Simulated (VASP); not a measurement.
Consider the following.

```
NiSi2
1.0
    0.00000     2.70500     2.70500
    2.70500     0.00000     2.70500
    2.70500     2.70500     0.00000
Si Ni
2 1
Direct
  0.25000   0.25000   0.25000
  0.75000   0.75000   0.75000
  0.00000   0.00000   0.00000
```

These are PBE GGA, VASP's PBE PAW potentials (set 64) (plane waves; VASP) values and carry that method's errors. Settings: EDIFF = 1E-2, 400 eV cut-off, 9×9×9 Γ-centred mesh, first-order Methfessel-Paxton smearing of 0.10 eV, potentials Si Ni.

Question: Give the stress tensor in GPa (positive for a compressed cell).

Answer: 
```
4.65  0.00  0.00
0.00  4.65  0.00
0.00  0.00  4.65
```
The pressure is its mean diagonal, 4.65 GPa.

The compound is NiSi2 in the fluorite structure. The cell was not relaxed at this level. The run is one of a series of settings (EDIFF = 1E-2 against the base run), some of them coarse on purpose. The run is not spin-polarised, so no magnetic state was tried.
